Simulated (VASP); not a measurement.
Calculation: r2SCAN meta-GGA, VASP's PBE PAW potentials (set 64) (plane waves; VASP 6.6.1).

The input files of a VASP run:

KPOINTS:
```
Automatic mesh
0
Gamma
13 13 10
0 0 0
```

**POSCAR**
```
FePt
1.0
  2.7053864937   0.0000000000   0.0000000000
  0.0000000000   2.7053864937   0.0000000000
  0.0000000000   0.0000000000   3.6897578898
Fe Pt
1 1
Cartesian
  0.0000000000   0.0000000000   0.0000000000
  1.3526932468   1.3526932468   1.8448789449
```

**INCAR**
```
METAGGA = R2SCAN
ISIF = 4   # ions and shape, fixed volume
IBRION = 2
LMIXTAU = .True.
NSW = 30
ISPIN = 2
PREC = Accurate
EDIFF = 1E-7
LCHARG = .False.
NELM = 100
ENCUT = 520   # plane-wave cut-off (eV)
SIGMA = 0.1   # width (eV)
LWAVE = .False.
EDIFFG = -0.01
ALGO = Normal
LMAXMIX = 6   # l cut-off of mixed one-centre charges
LORBIT = 10
MAGMOM = 3.3 0.3
LASPH = .True.
SYSTEM = FePt
ISMEAR = 1   # Methfessel-Paxton
LREAL = .False.   # projection in real space or not
```

POTCAR, in this order: Fe Pt (PBE.64 set). Program: vasp_std.

**Question.** What will the output report for the number of irreducible k-points (NKPTS), largest plane-wave count, number of space-group operations, FFT grid (NGX, NGY, NGZ)?

**Answer.** 
```
Property                                      Result
--------------------------------------  ------------
number of irreducible k-points (NKPTS)           168
largest plane-wave count                         746
number of space-group operations                  16
FFT grid (NGX, NGY, NGZ)                20 × 20 × 28
```

The compound is FePt in the L1_0 structure. This cell is one point of a volume scan, at 0.97 of the reference volume.
